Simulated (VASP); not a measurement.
A convergence study with VASP on Ge (diamond): one setting is varied, all else stays as given below, so the limit is that of these other settings.

```
Ge
1.0
    0.00000     2.82900     2.82900
    2.82900     0.00000     2.82900
    2.82900     2.82900     0.00000
Ge
2
Direct
  0.00000   0.00000   0.00000
  0.25000   0.25000   0.25000
```

Method: LDA (Ceperley-Alder, Perdew-Zunger), VASP's LDA PAW potentials (set 64) (plane waves; VASP 6.6.1). The tightest run used: 550 eV cut-off, 17×17×17 Γ-centred mesh, Gaussian smearing of 0.050 eV, potentials Ge_d.

Task: The settings run are 1×1×1 mesh; 2×2×2 mesh; 3×3×3 mesh; 4×4×4 mesh; 5×5×5 mesh; 6×6×6 mesh; 8×8×8 mesh; 9×9×9 mesh; 10×10×10 mesh; 11×11×11 mesh; 12×12×12 mesh; 13×13×13 mesh; 14×14×14 mesh; 15×15×15 mesh; 16×16×16 mesh; 17×17×17 mesh. From which on does the stress (every component) stay within 0.5 GPa of the tightest run?

Result: From 5×5×5 mesh on: it is off by 0.28 there and by no more than 0.5 in any finer run, while 4×4×4 mesh is off by 1.00.
| setting | E (eV/atom) | pressure (GPa) | irreducible k-points | difference judged (GPa) |
|---|---|---|---|---|
| 1×1×1 mesh | 4.8108 | 84.19 | 1 | 85.36 |
| 2×2×2 mesh | -3.6964 | 14.32 | 3 | 15.50 |
| 3×3×3 mesh | -4.7972 | 1.84 | 4 | 3.01 |
| 4×4×4 mesh | -5.0591 | -0.17 | 8 | 1.00 |
| 5×5×5 mesh | -5.1409 | -0.89 | 10 | 0.28 |
| 6×6×6 mesh | -5.1708 | -1.06 | 16 | 0.11 |
| 8×8×8 mesh | -5.1888 | -1.16 | 29 | 0.01 |
| 9×9×9 mesh | -5.1915 | -1.18 | 35 | 0.00 |
| 10×10×10 mesh | -5.1930 | -1.17 | 47 | 0.00 |
| 11×11×11 mesh | -5.1937 | -1.17 | 56 | 0.00 |
| 12×12×12 mesh | -5.1942 | -1.17 | 72 | 0.00 |
| 13×13×13 mesh | -5.1945 | -1.17 | 84 | 0.00 |
| 14×14×14 mesh | -5.1946 | -1.17 | 104 | 0.00 |
| 15×15×15 mesh | -5.1947 | -1.17 | 120 | 0.00 |
| 16×16×16 mesh | -5.1948 | -1.17 | 145 | 0.00 |
| 17×17×17 mesh | -5.1948 | -1.17 | 165 | 0.00 |

Left out are rungs that failed or repeat a setting and relaxations that didn't move; long series are thinned to 24 rows.

The compound is Ge in the diamond structure. The cell was not relaxed at this level.
